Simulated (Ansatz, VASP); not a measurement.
# One calculation of TaVN2, two programs

INCAR

```
  PREC = Accurate
  ENCUT = 520
  EDIFF = 1E-6
  ISMEAR = -1
  SIGMA = 0.05
  LREAL = F
  LASPH = T
  NELM = 150
  ALGO = Normal
  ISIF = 2
  LWAVE = F
  LCHARG = T
  ISPIN = 2
  MAGMOM = 0 2 0 0
  LORBIT = 11
  LMAXMIX = 4
  GGA = PE
  LELF = T
  LVHAR = T
  NBANDS = 29
```

KPOINTS

```
regular mesh
0
Gamma
  9 9 6
```

The input POSCAR:

```
TaVN2
1.0
    3.0900014315      0.0000000000      0.0000000000
    0.0000000000      3.0900014315      0.0000000000
    0.0000000000      0.0000000000      4.3525956147
Ta V N
1 1 2
Direct
    0.0000000000      0.0000000000      0.0000000000
    0.5000000000      0.5000000000      0.5000000000
    0.5000000000      0.5000000000      0.0000000000
    0.0000000000      0.0000000000      0.5000000000
```

input.yaml

```yaml
crystal:
  lattice:
    - [3.0900014315, 0.0, 0.0]
    - [0.0, 3.0900014315, 0.0]
    - [0.0, 0.0, 4.3525956147]
  atoms:
    - { symbol: Ta, position: [0.0, 0.0, 0.0] }
    - { symbol: V, position: [0.5, 0.5, 0.5], spin: 2.0 }
    - { symbol: "N", position: [0.5, 0.5, 0.0] }
    - { symbol: "N", position: [0.0, 0.0, 0.5] }
hamiltonian:
  xc: pbe
  pseudopotentials: { kind: paw }
magnetization:
  spin_polarized: true
kpoints:
  mp_grid: { grid: [9, 9, 6] }
scf:
  occupations: { method: fermi_dirac, width: 0.05 }
output:
  forces: true
  stress: true
  eigenvalues: true
  write_density: true
  write_potential: true
  elf: true
  volumetric_format: npy
```

The cell comes from a database or a generator and needn't be the stable form of this composition.

Alike in both runs: task single point; functional PBE; k mesh 9 × 9 × 6; occupations fermi-dirac, width 0.05 eV; collinear spin.

```csv
,VASP,Ansatz
version,VASP 6.6.1,Ansatz 0.2.0
potentials or method,"VASP PAW PBE potentials, release 64 (Ta_pv, V_sv, N)",Ansatz PAW
plane-wave cutoff (eV),520,420
valence electrons in the cell,34,36
```

```tsv
	VASP	Ansatz	Ansatz less VASP
gap on the k mesh at the Fermi level (eV)	none	none	-
pressure (GPa)	-10.6	-11.2	-0.58
largest component of the traceless stress (GPa)	0.13	0.17	+0.038
net moment per atom (μB)	0.33	0.33	-0.001
size of the moment on the site where the two differ most (μB)	1.27	1.10	-0.172
```

Site moments also hang on the region over which each program counts them. A gap of «none» marks a metal or a gap that the smearing closes. The functional is the same, so the differences come from potentials, cutoffs and numerics. The two sets of potentials don't hold the same shells in valence.

Caveats: the pressure holds a Pulay correction of +0.5 GPa for the finite cutoff (Ansatz). Spin-orbit coupling is left out, which matters for the levels of Ta.
